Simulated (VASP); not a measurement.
Runs of VASP 6.6.1 on K. The cell holds a slab with vacuum, 3 atoms: a = 4.535 Å, b = 4.535 Å, c = 22.405 Å, α = 90.00°, β = 90.00°, γ = 109.47°. 

```csv
task,level,potentials or basis,cell,cutoff (eV),smearing,atoms held fixed (from 0),gap on the mesh (eV),largest force (eV/Å),work function (eV)
single point,PBE,"VASP PAW PBE potentials, release 64 (K_sv)","the (1 1 0) slab of K, cut from the database cell, not relaxed",520,fermi-dirac 0.05 eV,-,none,0.02,-
relaxation of the atoms,PBE,"VASP PAW PBE potentials, release 64 (K_sv)","atoms relaxed from: the (1 1 0) slab of K, cut from the database cell, not relaxed",520,gaussian 0.05 eV,[0],none,-,-
relaxation of the atoms,PBE+dDsC,"VASP PAW PBE potentials, release 64 (K_sv)","atoms relaxed from: the (1 1 0) slab of K, cut from the database cell, not relaxed",520,gaussian 0.05 eV,[0],none,-,-
work function,PBE,"VASP PAW PBE potentials, release 64 (K_sv)","the (1 1 0) slab of K, cut from the database cell, not relaxed",520,gaussian 0.05 eV,-,none,0.02,(a)
electrostatic potential,RPBE+D3(BJ),"VASP PAW PBE potentials, release 64 (K_pv)","the (1 1 0) slab of K, cut from the database cell, not relaxed",500,gaussian 0.01 eV,-,none,0.15,2.27
```

Alike in all rows: no spin polarisation; k mesh 6 × 6 × 1.

Problem. Fill in the values left out.

Solution. (a) 2.37.

Caveats: the relaxation stopped at its first step, so nothing moved (some runs); the PAW data sets were made with another functional, which shifts forces and pressure a little (some runs).

A gap of «none» marks a metal or a gap under the smearing width.

The runs don't all hold the same shells in valence.
